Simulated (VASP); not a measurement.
# GW on CuI (Marshite): a test of the settings, part 2 of 2

How far does the GW correction to the gap of CuI (Marshite) depend on the settings? The starting structure is a measured crystal structure from the Crystallography Open Database. Cell and atoms stay as given.

VASP 6.6.1.

Results so far: G0W0 (response cutoff 100 eV, 3×3×3 mesh) 2.16 eV; G0W0 (response cutoff 160 eV, 3×3×3 mesh) 2.05 eV; G0W0 (response cutoff 240 eV, 3×3×3 mesh) 2.02 eV.

The database entry behind the starting cell differs from later determinations by our own check (about 0.15 % long (mineral sample)), so it need not match the best structure at ambient conditions.

## (5) GW0 with iterated eigenvalues (response cutoff 160 eV, 3×3×3 mesh)

Level of this step: evGW0 on LDA; plane waves and PAW (I_GW, Cu_GW) (VASP).

It reads the orbitals and their derivatives (WAVECAR and WAVEDER) of a run with the empty bands, which follows a ground-state run; neither is shown.

Contents of INCAR:

```
SYSTEM = CuI
PREC = Accurate
ENCUT = 440
ISMEAR = 0
SIGMA = 0.01
LREAL = .FALSE.
GGA = CA
NBANDS = 260
ALGO = EVGW0
NELMGW = 4
ENCUTGW = 160
NOMEGA = 40
PRECFOCK = Fast
NBANDSGW = 20
LWAVE = .FALSE.
LCHARG = .FALSE.
```

Contents of POSCAR:

```
CuI
1.0
    0.0000000000      3.0315000000      3.0315000000
    3.0315000000      0.0000000000      3.0315000000
    3.0315000000      3.0315000000      0.0000000000
I Cu
1 1
Direct
    0.0000000000      0.0000000000      0.0000000000
    0.7500000000      0.7500000000      0.7500000000
```

Contents of KPOINTS:

```
Automatic mesh
0
Gamma
3 3 3
0 0 0
```

Potentials, in the order of the species: I_GW and Cu_GW (LDA family, release 64).

The run is started by

```console
mpirun -np 4 vasp_std
```

What it wrote:

```text
[banner, memory and clock lines left out]
running    4 mpi-ranks, on    1 nodes
[...]
[... a notice as in an earlier step ...]

 LDA part: xc-table for (Slater(with rela. corr.)+CA(PZ))
 , standard interpolation
 found WAVECAR, reading the header
 POSCAR, INCAR and KPOINTS ok, starting setup
[...]
reading WAVECAR
 the WAVECAR file was read successfully
 initial charge from wavefunction
 available memory per node:    105.12 GB, setting MAXMEM to    107647

 The Fermi energy was updated, please check that it is located mid-gap
 values below the HOMO (VB) or above the LUMO (CB) will cause erroneous energies
 E-fermi :   4.1989

 calculate exact exchange contribution
 the WAVEDER file was read successfully
energies w=
    0.000    0.000    0.413    0.000    0.824    0.000    1.230    0.000
    1.629    0.000    2.021    0.000    2.404    0.000    2.778    0.000
    3.143    0.000    3.502    0.000    3.854    0.000    4.201    0.000
[...]
calculate QP shifts <psi_nk| G(iteration)W_0 |psi_nk>: iteration 3
 allocating  10 responsefunctions rank=   260
 shmem allocating  40 responsefunctions rank=   260
 response function shared by NCSHMEM nodes    1
 Doing           10  frequencies on each core in blocks of           40
NQ=   1    0.0000    0.0000    0.0000,
|.........|.........|.........|.........|.........|.........|.........|.........
 performed        163000 updates of chi_q(r,r)
 total number of BLAS operations         87.79 Gflops
NQ=   2    0.3333    0.0000    0.0000,
|.........|.........|.........|.........|.........|.........|.........|.........
 performed        461000 updates of chi_q(r,r)
 total number of BLAS operations        244.44 Gflops
NQ=   3    0.3333    0.3333    0.0000,
|.........|.........|.........|.........|.........|.........|.........|.........
 performed        770000 updates of chi_q(r,r)
 total number of BLAS operations        394.12 Gflops
NQ=   4   -0.3333    0.3333    0.0000,
|.........|.........|.........|.........|.........|.........|.........|.........
 performed       1151000 updates of chi_q(r,r)
 total number of BLAS operations        594.39 Gflops
 resolving degeneracies of screened two electron integrals

 calculate QP shifts <psi_nk| G(iteration)W_0 |psi_nk>: iteration 4
 entering main loop
```

The job ended after 38 s (4 MPI ranks of Intel Xeon 6975P-C (Granite Rapids), shared host; peak memory 0.84 GiB; 2.5 min of CPU time).

Parts of OUTCAR (step 5):

```text
 QP shifts <psi_nk| G(iteration)W_0 |psi_nk>: iteration 2
 k-point   1 :       0.0000    0.0000    0.0000
  band No. old QP-enery  QP-energies   sigma(KS)   T+V_ion+V_H  V^pw_x(r,r')   Z            occupation Imag(sigma)
    ...
      6       1.2635       1.0798     -19.8991      20.8681     -28.2687       0.6238       2.0000       0.0324
      7       3.1806       3.0396     -17.7305      20.7095     -22.7807       0.6995       2.0000      -0.0459
      8       3.1806       3.0396     -17.7305      20.7095     -22.7807       0.6995       2.0000      -0.0459
      9       3.1806       3.0396     -17.7305      20.7095     -22.7807       0.6995       2.0000      -0.0459
     10       5.2304       5.3102      -9.1242      14.4590      -4.7450       0.7647       0.0000      -0.2697
     11       8.9118       8.9731      -9.2119      18.2048      -4.6850       0.7564       0.0000      -0.2135
     12       8.9118       8.9731      -9.2119      18.2048      -4.6850       0.7564       0.0000      -0.2135
     13       8.9118       8.9731      -9.2119      18.2048      -4.6850       0.7564       0.0000      -0.2135
    ...

 QP shifts <psi_nk| G(iteration)W_0 |psi_nk>: iteration 3
 k-point   1 :       0.0000    0.0000    0.0000
  band No. old QP-enery  QP-energies   sigma(KS)   T+V_ion+V_H  V^pw_x(r,r')   Z            occupation Imag(sigma)
    ...
      6       1.0798       1.0148     -19.8926      20.8681     -28.2687       0.6230       2.0000       0.0302
      7       3.0396       2.9979     -17.7293      20.7095     -22.7807       0.7007       2.0000      -0.0480
      8       3.0396       2.9979     -17.7293      20.7095     -22.7807       0.7007       2.0000      -0.0480
      9       3.0396       2.9979     -17.7293      20.7095     -22.7807       0.7007       2.0000      -0.0480
     10       5.3102       5.3211      -9.1345      14.4590      -4.7450       0.7651       0.0000      -0.2695
     11       8.9731       8.9830      -9.2187      18.2048      -4.6850       0.7567       0.0000      -0.2140
     12       8.9731       8.9830      -9.2187      18.2048      -4.6850       0.7567       0.0000      -0.2140
     13       8.9731       8.9830      -9.2187      18.2048      -4.6850       0.7567       0.0000      -0.2140
    ...

 QP shifts <psi_nk| G(iteration)W_0 |psi_nk>: iteration 4
 k-point   1 :       0.0000    0.0000    0.0000
  band No. old QP-enery  QP-energies   sigma(KS)   T+V_ion+V_H  V^pw_x(r,r')   Z            occupation Imag(sigma)
    ...
      6       1.0148       0.9923     -19.8894      20.8681     -28.2687       0.6231       2.0000       0.0296
      7       2.9979       2.9849     -17.7301      20.7095     -22.7807       0.7008       2.0000      -0.0487
      8       2.9979       2.9849     -17.7301      20.7095     -22.7807       0.7008       2.0000      -0.0487
      9       2.9979       2.9849     -17.7301      20.7095     -22.7807       0.7008       2.0000      -0.0487
     10       5.3211       5.3222      -9.1365      14.4590      -4.7450       0.7650       0.0000      -0.2696
     11       8.9830       8.9841      -9.2203      18.2048      -4.6850       0.7567       0.0000      -0.2141
     12       8.9830       8.9841      -9.2203      18.2048      -4.6850       0.7567       0.0000      -0.2141
     13       8.9830       8.9841      -9.2203      18.2048      -4.6850       0.7567       0.0000      -0.2141
    ...

[... 3 parts as in an earlier step ...]

[... 1 further part left out ...]
[key lines of the parts left out:]
E-fermi :   4.1989
```

GW0 with iterated eigenvalues (response cutoff 160 eV, 3×3×3 mesh): the quasiparticle gap on this mesh is 2.337 eV, +1.387 eV from the LDA gap on the same points, with 260 bands.

## (6) G0W0 (response cutoff 100 eV, 4×4×4 mesh)

It reads the orbitals and their derivatives (WAVECAR and WAVEDER) of a run with the empty bands, which follows a ground-state run; neither is shown.

INCAR, as its differences from that of step 5:

```diff
@@ -7,6 +7,6 @@
 GGA = CA
-NBANDS = 260
+NBANDS = 128
 ALGO = EVGW0
-NELMGW = 4
-ENCUTGW = 160
+NELMGW = 1
+ENCUTGW = 100
 NOMEGA = 40
```

POSCAR is that of step 5.

Contents of KPOINTS:

```
Automatic mesh
0
Gamma
4 4 4
0 0 0
```

The run is started by

```console
mpirun -np 4 vasp_std
```

What it wrote:

```text
[banner, memory and clock lines left out]
running    4 mpi-ranks, on    1 nodes
[...]
[... a notice as in an earlier step ...]

 LDA part: xc-table for (Slater(with rela. corr.)+CA(PZ))
 , standard interpolation
 found WAVECAR, reading the header
 POSCAR, INCAR and KPOINTS ok, starting setup
[...]
reading WAVECAR
 the WAVECAR file was read successfully
 initial charge from wavefunction
 available memory per node:    105.48 GB, setting MAXMEM to    108008

 The Fermi energy was updated, please check that it is located mid-gap
 values below the HOMO (VB) or above the LUMO (CB) will cause erroneous energies
 E-fermi :   4.1804

 calculate exact exchange contribution
 the WAVEDER file was read successfully
energies w=
    0.000    0.000    0.412    0.000    0.821    0.000    1.225    0.000
    1.623    0.000    2.013    0.000    2.395    0.000    2.768    0.000
    3.132    0.000    3.489    0.000    3.840    0.000    4.186    0.000
[...]
total number of BLAS operations        103.84 Gflops
NQ=   4    0.2500    0.2500    0.0000,
|.........|.........|.........|.........|.........|.........|.........|.........
 performed       1100000 updates of chi_q(r,r)
 total number of BLAS operations        149.33 Gflops
NQ=   5    0.5000    0.2500    0.0000,
|.........|.........|.........|.........|.........|.........|.........|.........
 performed       1534000 updates of chi_q(r,r)
 total number of BLAS operations        202.72 Gflops
NQ=   6   -0.2500    0.2500    0.0000,
|.........|.........|.........|.........|.........|.........|.........|.........
 performed       1927000 updates of chi_q(r,r)
 total number of BLAS operations        251.85 Gflops
NQ=   7    0.5000    0.5000    0.0000,
|.........|.........|.........|.........|.........|.........|.........|.........
 performed       2176000 updates of chi_q(r,r)
 total number of BLAS operations        278.74 Gflops
NQ=   8   -0.2500    0.5000    0.2500,
|.........|.........|.........|.........|.........|.........|.........|.........
 performed       2487000 updates of chi_q(r,r)
 total number of BLAS operations        312.23 Gflops
 resolving degeneracies of screened two electron integrals

 calculate QP shifts <psi_nk| G(iteration)W_0 |psi_nk>: iteration 1
 entering main loop
```

The job ended after 30 s (4 MPI ranks; peak memory 0.78 GiB; 1.9 min of CPU time).

From OUTCAR (step 6):

```text
 QP shifts <psi_nk| G(iteration)W_0 |psi_nk>: iteration 1
 for sc-GW calculations column KS-energies equals QP-energies in previous step
 and V_xc(KS)=  KS-energies - (<T + V_ion + V_H > + <T+V_H+V_ion>^1  + <V_x>^1)
 k-point   1 :       0.0000    0.0000    0.0000
  band No.  KS-energies  QP-energies   sigma(KS)   V_xc(KS)     V^pw_x(r,r')   Z            occupation Imag(sigma)
    ...
      6       1.7794       1.1508     -20.0848     -19.0930     -28.3331       0.6337       2.0000       0.3149
      7       3.7016       3.1544     -17.8055     -17.0295     -22.7414       0.7051       2.0000       0.2031
      8       3.7016       3.1544     -17.8055     -17.0295     -22.7414       0.7051       2.0000       0.2031
      9       3.7016       3.1544     -17.8055     -17.0295     -22.7414       0.7051       2.0000       0.2031
     10       4.6592       5.4116      -8.8245      -9.7904      -4.9852       0.7790       0.0000      -0.0733
     11       8.5679       9.0658      -8.9837      -9.6355      -4.7703       0.7639       0.0000      -0.1228
     12       8.5679       9.0658      -8.9837      -9.6355      -4.7703       0.7639       0.0000      -0.1228
     13       8.5679       9.0658      -8.9837      -9.6355      -4.7703       0.7639       0.0000      -0.1228
    ...

[... 1 part as in an earlier step ...]

[... 2 further parts left out ...]
[key lines of the parts left out:]
E-fermi :   4.1804
```

G0W0 (response cutoff 100 eV, 4×4×4 mesh): the quasiparticle gap on this mesh is 2.257 eV, +1.300 eV from the LDA gap on the same points, with 128 bands.

## (7) G0W0 (response cutoff 100 eV, 3×3×3 mesh, 7 empty bands)

It reads the orbitals and their derivatives (WAVECAR and WAVEDER) of a run with the empty bands, which follows a ground-state run; neither is shown.

INCAR, as its differences from that of step 6:

```diff
@@ -7,3 +7,3 @@
 GGA = CA
-NBANDS = 128
+NBANDS = 16
 ALGO = EVGW0
@@ -13,3 +13,3 @@
 PRECFOCK = Fast
-NBANDSGW = 20
+NBANDSGW = 16
 LWAVE = .FALSE.
```

POSCAR is that of step 6.

Contents of KPOINTS:

```
Automatic mesh
0
Gamma
3 3 3
0 0 0
```

The run is started by

```console
mpirun -np 4 vasp_std
```

What it wrote:

```text
[banner, memory and clock lines left out]
running    4 mpi-ranks, on    1 nodes
[...]
[... a notice as in an earlier step ...]

 LDA part: xc-table for (Slater(with rela. corr.)+CA(PZ))
 , standard interpolation
 found WAVECAR, reading the header
 POSCAR, INCAR and KPOINTS ok, starting setup
[...]
reading WAVECAR
 the WAVECAR file was read successfully
 initial charge from wavefunction
 available memory per node:    104.58 GB, setting MAXMEM to    107089

 The Fermi energy was updated, please check that it is located mid-gap
 values below the HOMO (VB) or above the LUMO (CB) will cause erroneous energies
 E-fermi :   4.1989

 calculate exact exchange contribution
 the WAVEDER file was read successfully
energies w=
    0.000    0.000    0.398    0.000    0.794    0.000    1.185    0.000
    1.570    0.000    1.947    0.000    2.316    0.000    2.676    0.000
    3.029    0.000    3.374    0.000    3.713    0.000    4.048    0.000
[...]
min. memory requirement per mpi rank     73.1 MB, per node    292.5 MB

 allocating  10 responsefunctions rank=   140
 shmem allocating  40 responsefunctions rank=   140
 response function shared by NCSHMEM nodes    1
 Doing           10  frequencies on each core in blocks of           40
NQ=   1    0.0000    0.0000    0.0000,
|.........|.........|.........|.........|.........|.........|.........|.........
 performed          5000 updates of chi_q(r,r)
 total number of BLAS operations          0.82 Gflops
NQ=   2    0.3333    0.0000    0.0000,
|.........|.........|.........|.........|.........|.........|.........|.........
 performed         17000 updates of chi_q(r,r)
 total number of BLAS operations          2.66 Gflops
NQ=   3    0.3333    0.3333    0.0000,
|.........|.........|.........|.........|.........|.........|.........|.........
 performed         29000 updates of chi_q(r,r)
 total number of BLAS operations          4.34 Gflops
NQ=   4   -0.3333    0.3333    0.0000,
|.........|.........|.........|.........|.........|.........|.........|.........
 performed         45000 updates of chi_q(r,r)
 total number of BLAS operations          6.27 Gflops
 resolving degeneracies of screened two electron integrals

 calculate QP shifts <psi_nk| G(iteration)W_0 |psi_nk>: iteration 1
 entering main loop
```

Elapsed: 2.8 s, on 4 MPI ranks; peak memory 0.52 GiB; 8.3 s of CPU time.

OUTCAR, selected parts (step 7):

```text
 QP shifts <psi_nk| G(iteration)W_0 |psi_nk>: iteration 1
 for sc-GW calculations column KS-energies equals QP-energies in previous step
 and V_xc(KS)=  KS-energies - (<T + V_ion + V_H > + <T+V_H+V_ion>^1  + <V_x>^1)
 k-point   1 :       0.0000    0.0000    0.0000
  band No.  KS-energies  QP-energies   sigma(KS)   V_xc(KS)     V^pw_x(r,r')   Z            occupation Imag(sigma)
    ...
      6       1.7769       1.4415     -19.6682     -19.0912     -28.2687       0.5813       2.0000       0.3592
      7       3.7236       3.6729     -17.0601     -16.9858     -22.7807       0.6840       2.0000       0.2110
      8       3.7236       3.6729     -17.0601     -16.9858     -22.7807       0.6840       2.0000       0.2110
      9       3.7236       3.6729     -17.0601     -16.9858     -22.7807       0.6840       2.0000       0.2110
     10       4.6741       6.4190      -7.5828      -9.7848      -4.7450       0.7924       0.0000      -0.1115
     11       8.5776      10.3377      -7.3593      -9.6272      -4.6850       0.7761       0.0000      -0.1579
     12       8.5776      10.3377      -7.3593      -9.6272      -4.6850       0.7761       0.0000      -0.1579
     13       8.5776      10.3377      -7.3593      -9.6272      -4.6850       0.7761       0.0000      -0.1579
    ...

[... 1 part as in an earlier step ...]

[... 2 further parts left out ...]
[key lines of the parts left out:]
E-fermi :   4.1989
```

G0W0 (response cutoff 100 eV, 3×3×3 mesh, 7 empty bands): the quasiparticle gap on this mesh is 2.746 eV, +1.796 eV from the LDA gap on the same points, with 16 bands.

## (8) All runs side by side

| run | LDA gap on the mesh (eV) | GW gap (eV) | correction (eV) | bands |
| --- | --- | --- | --- | --- |
| G0W0 (response cutoff 100 eV, 3×3×3 mesh) | 0.951 | 2.164 | 1.214 | 128 |
| G0W0 (response cutoff 160 eV, 3×3×3 mesh) | 0.951 | 2.05 | 1.099 | 260 |
| G0W0 (response cutoff 240 eV, 3×3×3 mesh) | 0.951 | 2.018 | 1.067 | 472 |
| GW0 with iterated eigenvalues (response cutoff 160 eV, 3×3×3 mesh) | 0.951 | 2.337 | 1.387 | 260 |
| G0W0 (response cutoff 100 eV, 4×4×4 mesh) | 0.958 | 2.257 | 1.3 | 128 |
| G0W0 (response cutoff 100 eV, 3×3×3 mesh, 7 empty bands) | 0.951 | 2.746 | 1.796 | 16 |

## (9) What came out

* gap, G0W0 (response cutoff 100 eV, 3×3×3 mesh): 2.164 eV
* gap, G0W0 (response cutoff 160 eV, 3×3×3 mesh): 2.050 eV
* gap, G0W0 (response cutoff 240 eV, 3×3×3 mesh): 2.018 eV
* gap, GW0 with iterated eigenvalues (response cutoff 160 eV, 3×3×3 mesh): 2.337 eV
* gap, G0W0 (response cutoff 100 eV, 4×4×4 mesh): 2.257 eV
* gap, G0W0 (response cutoff 100 eV, 3×3×3 mesh, 7 empty bands): 2.746 eV

What this shows: The correction to the LDA gap of CuI (Marshite) is +1.214 eV at a response cutoff of 100 eV, +1.099 eV at a response cutoff of 160 eV, +1.067 eV at a response cutoff of 240 eV. The number of bands rises with the cutoff. On a 4×4×4 mesh in place of 3×3×3 the correction is +1.300 eV against +1.214 eV. The gap is read at the same k-points on both, so the correction itself hangs on the mesh. Iterating the eigenvalues in G raises the gap by +0.287 eV. With 7 empty bands alone, a slip made on purpose, the correction is +1.796 eV against +1.214 eV. Errors of the two band edges can cancel in a gap, so a value close to the better runs would prove nothing. Spin-orbit coupling is left out, which with elements this heavy can change the gap by tenths of an eV or more. From a response cutoff of 160 to 240 eV the correction still moves by -0.032 eV, so cutoff and bands aren't shown to be converged. The LDA gap along the bands, from another run on this structure, is 0.991 eV. On the 3×3×3 mesh it is 0.951 eV, lower, since the two runs differ in mesh, cutoff and data sets. On the 4×4×4 mesh it is 0.958 eV, lower, since the two runs differ in mesh, cutoff and data sets. Further runs on this material are not shown.

[Lines on the potential files, build, host, timing and source positions are cut from VASP's logs without a mark.]

[Logs are printed without paths, hosts, clocks, repeated set-up lines and the standing remarks that a program may print on its own settings, such as how far it seeks lower states.]

[Hosts, paths, dates, database ids (printed as entryN), source tags and the programs' standing remarks are cut or masked in the printed files.]
